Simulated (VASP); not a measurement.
An input for Quantum ESPRESSO's pw.x (written as the equivalent of a VASP run, and not itself run):

```
&CONTROL
  calculation = 'vc-relax'
  pseudo_dir = './pseudo'
  outdir = './out'
  tprnfor = .true.
  tstress = .true.
  nstep = 40
  forc_conv_thr = 0.00078
/
&SYSTEM
  ibrav = 0
  nat = 2
  ntyp = 2
  ecutwfc = 76
  occupations = 'smearing'
  smearing = 'methfessel-paxton'
  degauss = 0.00735
  input_dft = 'pbesol'
/
&ELECTRONS
  conv_thr = 7.3e-08
  electron_maxstep = 100
/
&IONS
/
&CELL
  press = 50
/
ATOMIC_SPECIES
  B 10.810 B.upf
  P 30.974 P.upf
CELL_PARAMETERS angstrom
     2.6647549   -0.0000000   -0.0000000
    -0.0000000    2.6647549   -0.0000000
     0.0000000    0.0000000    2.6647549
ATOMIC_POSITIONS crystal
  B    0.0000000  0.0000000  0.0000000
  P    0.5000000  0.5000000  0.5000000
K_POINTS automatic
  14 14 14 0 0 0
```

Task: Translate this input to VASP (INCAR, KPOINTS, POSCAR, choice of POTCAR).

Result: This is not unique; one that fits is 
File POSCAR:
```
BP
1.0
  2.6647548708   0.0000000000   0.0000000000
  0.0000000000   2.6647548708   0.0000000000
  0.0000000000   0.0000000000   2.6647548708
B P
1 1
Cart
  0.0000000000   0.0000000000   0.0000000000
  1.3323774354   1.3323774354   1.3323774354
```

File KPOINTS:
```
Automatic mesh
0
Gamma
14 14 14
0 0 0
```

**INCAR**
```
SYSTEM = BP
PREC = Accurate
ENCUT = 620
EDIFF = 1E-6
NELM = 100
ALGO = Normal
LREAL = .FALSE.
LASPH = .TRUE.
ISMEAR = 1
SIGMA = 0.1
GGA = PS
LWAVE = .FALSE.
LCHARG = .FALSE.
IBRION = 2
ISIF = 3
NSW = 40
EDIFFG = -0.02
PSTRESS = 50
```

POTCAR, in this order: B P (PBE.64 set). Program: vasp_std.

What does not carry over: the potentials are each code's own (VASP's PAW set, PseudoDojo norm-conserving files in pw.x), so ENCUT and ecutwfc are chosen apart and not converted; conv_thr bounds pw.x's estimated SCF error, while EDIFF bounds the energy change between steps; forc_conv_thr acts on force components and is met together with etot_conv_thr.

The structure was generated: BP was put into the CsCl type type (Pm-3m), which need not be its known phase. It was relaxed first under an external pressure of 5 GPa.
